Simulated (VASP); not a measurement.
```
MgO
1.0
    0.00000     2.11465     2.11465
    2.11465     0.00000     2.11465
    2.11465     2.11465     0.00000
Mg O
1 1
Direct
  0.00000   0.00000   0.00000
  0.50000   0.50000   0.50000
```

The numbers are results of TPSS meta-GGA, VASP's PBE PAW potentials (set 64) (plane waves; VASP), not measurements. Settings: 520 eV cut-off, 12×12×12 Γ-centred mesh, tetrahedra with Blöchl corrections, potentials Mg O.

Q: Estimate the energy per atom (σ→0), band gap (over mesh and band path) with the smallest direct gap where there is one.

A: 
- band gap (over mesh and band path) = 4.70 eV
- smallest direct gap (over mesh and band path) = 4.70 eV
- energy per atom (σ→0) = -9.077 eV/atom

Only differences to runs with the same potentials and settings are physical.

The compound is MgO in the rock salt structure. It was relaxed first.
